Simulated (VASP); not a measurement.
A run of VASP 6.6.1 is set up as follows.

INCAR

```
SYSTEM = AlN
ALGO     = Normal         ! electronic algorithm
EDIFF    = 1E-7           ! SCF threshold, eV
ENCUT    = 520            ! plane-wave cutoff, eV
GGA      = PE             ! functional
ISIF     = 2              ! what is computed and relaxed
ISMEAR   = 0              ! smearing method
LASPH    = .TRUE.         ! aspherical terms in the spheres
LCHARG   = .FALSE.        ! write CHGCAR
LREAL    = .FALSE.        ! projectors in reciprocal space
LWAVE    = .FALSE.        ! write WAVECAR
NBANDS   = 16             ! bands
NELM     = 100            ! most SCF steps
PREC     = Accurate       ! precision mode
SIGMA    = 0.01           ! smearing width, eV
```

Contents of KPOINTS:

```
k-points
0
G
  7 7 4
  0 0 0
```

POSCAR

```
AlN
1.0
    3.1349119126      0.0000000000      0.0000000000
   -1.5674559563      2.7149133550      0.0000000000
    0.0000000000      0.0000000000      4.9810000000
Al N
2 2
Direct
    0.3333333915      0.6666666085     -0.0016109270
    0.6666666085      0.3333333915      0.4983890730
    0.3333333301      0.6666666699      0.3816109270
    0.6666666699      0.3333333301      0.8816109270
```

Potentials or basis: VASP PAW PBE potentials, release 64 (Al, N).

Command:

```bash
$ cat potpaw_PBE.64/Al/POTCAR potpaw_PBE.64/N/POTCAR > POTCAR
$ mpirun -np 1 vasp_std > vasp.out
```

Task: Predict the band gap on the k mesh.

Result: 4.04 eV, direct.

Task: Estimate the pressure.

Result: 0.5 GPa.

Stress tensor (GPa, compression positive):
```
-0.30  0.00  0.00
 0.00 -0.30  0.00
 0.00  0.00  2.06
```

**The experiment to reproduce.**

From “Structural and optical properties of self-assembled AlN nanowires grown on SiO2/Si substrates by molecular beam epitaxy”, 2024, arxiv:2402.00216, for a bulk crystal of AlN at 0 K: band gap 6.0343 eV (an exciton energy, a little under the gap).

A measured gap of AlN is 6.0343 eV (an exciton energy, a little under the gap; 0 K; quoted in “Structural and optical properties of self-assembled AlN nanowires grown on SiO2/Si substrates by molecular beam epitaxy”, 2024, arxiv:2402.00216); the calculated 4.04 eV misses it by -2.00 eV. 2 values of this kind are on record (6.034 to 6.0343 eV); this one was drawn at random. The value is that of PBE, without temperature or zero-point motion. Semilocal functionals fall short of measured gaps as a rule.
